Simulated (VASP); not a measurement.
```yaml
crystal:
  lattice:
    - [3.47487, 0.00000, 0.00000]
    - [-1.73743, 3.00932, 0.00000]
    - [0.00000, 0.00000, 26.22631]
  atoms:
    - { symbol: Te, position: [0.33333, 0.66667, 0.43738] }
    - { symbol: Te, position: [0.33333, 0.66667, 0.30025] }
    - { symbol: Te, position: [0.66667, 0.33333, 0.69975] }
    - { symbol: Te, position: [0.66667, 0.33333, 0.56262] }
    - { symbol: Mo, position: [0.66667, 0.33333, 0.36871] }
    - { symbol: Mo, position: [0.33333, 0.66667, 0.63129] }
```

The numbers are results of LDA (Ceperley-Alder, Perdew-Zunger), VASP's LDA PAW potentials (set 64) (plane waves; VASP), not measurements. Run with PREC = Normal, 400 eV cut-off, 12×12×1 Γ-centred mesh, Gaussian smearing of 0.050 eV, potentials Te Mo_sv.

Task: What does the run give for the energy per atom (σ→0)?

Result: 
energy per atom (σ→0): -6.851 eV/atom

The absolute energy has meaning only against runs of the same code, potentials and settings.

The cell is a sheet with vacuum, built from MoTe2 (2H layered).
